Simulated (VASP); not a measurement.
Here is the system:

```
HgSe
1.0
    0.00000     3.04000     3.04000
    3.04000     0.00000     3.04000
    3.04000     3.04000     0.00000
Hg Se
1 1
Direct
  0.00000   0.00000   0.00000
  0.25000   0.25000   0.25000
```

These are PBE GGA, VASP's PBE PAW potentials (set 64) (plane waves; VASP 6.6.1) values and carry that method's errors. Run with 400 eV cut-off, 7×7×7 Γ-centred mesh, Gaussian smearing of 0.050 eV, potentials Hg Se.

Unless said otherwise, spin-orbit coupling is left out, though it shifts the bands of the heavy elements here.

**Question.** Predict the energy per atom (σ→0), pressure, band gap (on the k-mesh) with the smallest direct gap where there is one.

**Answer.** 
- band gap (on the k-mesh): none (metal, semimetal or under 0.01 eV)
- energy per atom (σ→0): -2.004 eV/atom
- pressure: 49.5 kbar

Only differences to runs with the same potentials and settings are physical.

The compound is HgSe in the zinc blende structure. The cell was not relaxed at this level.
